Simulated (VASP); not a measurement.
Method: LDA (Ceperley-Alder, Perdew-Zunger) with spin-orbit coupling, VASP's LDA PAW potentials (set 64) (plane waves; VASP).

A VASP calculation is set up with these files.

### POSCAR
```
BaTiO3
3.9525450
  1.0000000860   0.0000000000   0.0000000000
  0.0000000000   1.0000000860   0.0000000000
  0.0000000000   0.0000000000   1.0000000860
Ba Ti O
1 1 3
Direct
  0.0000000000   0.0000000000   0.0000000000
  0.5000000000   0.5000000000   0.5000000000
  0.5000000000   0.0000000000   0.5000000000
  0.0000000000   0.5000000000   0.5000000000
  0.5000000000   0.5000000000   0.0000000000
```

KPOINTS_OPT:
```
k-points along high-symmetry lines
8
Line-mode
Reciprocal
  0.000000   0.000000   0.000000 ! GAMMA
  0.000000   0.500000   0.000000 ! X

  0.000000   0.500000   0.000000 ! X
  0.500000   0.500000   0.000000 ! M

  0.500000   0.500000   0.000000 ! M
  0.000000   0.000000   0.000000 ! GAMMA

  0.000000   0.000000   0.000000 ! GAMMA
  0.500000   0.500000   0.500000 ! R

  0.500000   0.500000   0.500000 ! R
  0.000000   0.500000   0.000000 ! X

  0.500000   0.500000   0.500000 ! R
  0.500000   0.500000   0.000000 ! M
```

### INCAR
```
SYSTEM=BaTiO3
PREC=Accurate; ENCUT=520; LREAL=.FALSE.
LASPH=.TRUE.
EDIFF=1E-6; NELM=100; ALGO=Normal
LMAXMIX=4
ISMEAR=0; SIGMA=0.05
GGA_COMPAT=.FALSE.
MAGMOM=15*0; LSORBIT=.TRUE.
LWAVE=.FALSE.; LCHARG=.FALSE.
```

**KPOINTS**
```
Regular mesh
0
Gamma
  5 5 5
```

POTCAR, in this order: Ba_sv Ti_sv O (LDA.64 set). Program: vasp_ncl.

What VASP printed:

File OSZICAR:
```
       N       E                     dE             d eps       ncg     rms          rms(c)
DAV:   1     0.506432237065E+03    0.50643E+03   -0.20413E+04   960   0.182E+03
DAV:   2     0.247298217115E+02   -0.48170E+03   -0.45713E+03  1064   0.519E+02
DAV:   3    -0.501654300608E+02   -0.74895E+02   -0.73573E+02  1344   0.192E+02
DAV:   4    -0.547067257112E+02   -0.45413E+01   -0.45361E+01  1360   0.456E+01
DAV:   5    -0.549264282583E+02   -0.21970E+00   -0.21965E+00  1384   0.781E+00    0.240E+01
DAV:   6    -0.444736788339E+02    0.10453E+02   -0.61605E+01  1392   0.784E+01    0.103E+01
DAV:   7    -0.445380860859E+02   -0.64407E-01   -0.10502E+01  1296   0.258E+01    0.662E+00
DAV:   8    -0.443603549701E+02    0.17773E+00   -0.95102E-01  1336   0.105E+01    0.259E+00
DAV:   9    -0.443649237556E+02   -0.45688E-02   -0.20629E-01  1144   0.315E+00    0.990E-01
DAV:  10    -0.443616307606E+02    0.32930E-02   -0.78644E-02  1280   0.253E+00    0.413E-01
DAV:  11    -0.443595967846E+02    0.20340E-02   -0.10280E-02  1432   0.851E-01    0.887E-02
DAV:  12    -0.443595343276E+02    0.62457E-04   -0.75049E-04  1192   0.266E-01    0.387E-02
DAV:  13    -0.443595736579E+02   -0.39330E-04   -0.52677E-04  1408   0.242E-01    0.636E-02
DAV:  14    -0.443595193747E+02    0.54283E-04   -0.28816E-04  1296   0.172E-01    0.132E-02
DAV:  15    -0.443595171998E+02    0.21749E-05   -0.19822E-05  1240   0.502E-02    0.497E-03
DAV:  16    -0.443595175142E+02   -0.31440E-06   -0.20920E-06  1000   0.110E-02
   1 F= -.44359518E+02 E0= -.44359518E+02  d E =-.391871E-18  mag=     0.0000     0.0000    -0.0000
       N       E                     dE             ncg
       N       E                     dE             ncg
       N       E                     dE             ncg
       N       E                     dE             ncg
       N       E                     dE             ncg
```

OUTCAR:
```
------------------------ aborting loop because EDIFF is reached ----------------------------------------
  FORCE on cell =-STRESS in cart. coord.  units (eV):
  Direction    XX          YY          ZZ          XY          YZ          ZX
  --------------------------------------------------------------------------------------
  Total       -0.0594786     -0.0594786     -0.0594786      0.0000000     -0.0000000      0.0000000
  in kB       -1.5432655     -1.5432655     -1.5432655      0.0000000     -0.0000000      0.0000000
  external PRESSURE =      -1.5432655 kB  Pullay stress =       0.0000000 kB
  volume of cell :       61.75
      direct lattice vectors                 reciprocal lattice vectors
     3.952545340  0.000000000  0.000000000     0.253001525  0.000000000  0.000000000
     0.000000000  3.952545340  0.000000000     0.000000000  0.253001525  0.000000000
     0.000000000  0.000000000  3.952545340     0.000000000  0.000000000  0.253001525
 POSITION                                       TOTAL-FORCE (eV/Angst)
 -----------------------------------------------------------------------------------
      0.00000      0.00000      0.00000         0.000000      0.000000      0.000000
      1.97627      1.97627      1.97627         0.000000      0.000000      0.000000
      1.97627      0.00000      1.97627         0.000000      0.000000      0.000000
      0.00000      1.97627      1.97627         0.000000      0.000000      0.000000
      1.97627      1.97627      0.00000         0.000000      0.000000      0.000000
 -----------------------------------------------------------------------------------
    total drift:                                0.000000      0.000000      0.000000
  FREE ENERGIE OF THE ION-ELECTRON SYSTEM (eV)
  ---------------------------------------------------
  free  energy   TOTEN  =       -44.3595175142 eV

  energy  without entropy=      -44.3595175142  energy(sigma->0) =      -44.35951751

 Ion:    1  E_soc:     -0.4019741

 Ion:    2  E_soc:     -0.0103754

 Ion:    3  E_soc:     -0.0002671

 Ion:    4  E_soc:     -0.0002671

 Ion:    5  E_soc:     -0.0002671
```
(Selected blocks of OUTCAR.)

The compound is BaTiO3 in the cubic perovskite structure, the ideal cubic form; the compound distorts at low or room temperature. It was relaxed first.
